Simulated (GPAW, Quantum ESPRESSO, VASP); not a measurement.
**HfMoC2: programs and potentials compared**

```
Hf Mo C
1.0
     3.19142    0.00000    0.00000
     0.00000    3.19142    0.00000
     0.00000    0.00000    4.48516
Hf Mo C
1 1 2
Direct
  0.00000 0.00000 0.00000
  0.50000 0.50000 0.50000
  0.50000 0.50000 0.00000
  0.00000 0.00000 0.50000
```

The cell comes from a database or a generator and needn't be the stable form of this composition.

Alike in all runs: task single point; functional PBE; k mesh 8 × 8 × 6; occupations fermi-dirac, width 0.05 eV; no spin polarisation; no spin-orbit coupling. Pressure is positive in compression and, in plane waves, holds the error of the finite cutoff.

| program and potentials | plane-wave cutoff (eV) | notes | band gap (eV) | pressure (GPa) |
| --- | --- | --- | --- | --- |
| VASP, PBE PAW files C, Hf_pv, Mo_sv, 520 eV | 520 | 8 valence electrons an atom on average | no gap | -1.35 |
| Quantum ESPRESSO, SSSP 1.3 efficiency PBE | 816 | 8.5 valence electrons an atom on average | no gap | -0.95 |
| GPAW, GPAW PAW data sets (gpaw-data 1.2.1) | 800 | 8.5 valence electrons an atom on average | no gap | -0.38 |

None finds a gap. The pressure spans -1.35 (VASP, PBE PAW files C, Hf_pv, Mo_sv, 520 eV) to -0.38 GPa (GPAW, GPAW PAW data sets (gpaw-data 1.2.1)).

Differences between rows come from potentials, basis sets and numerical settings, since the functional is the same but for its coding. Runs on potential files found faulty are left out.
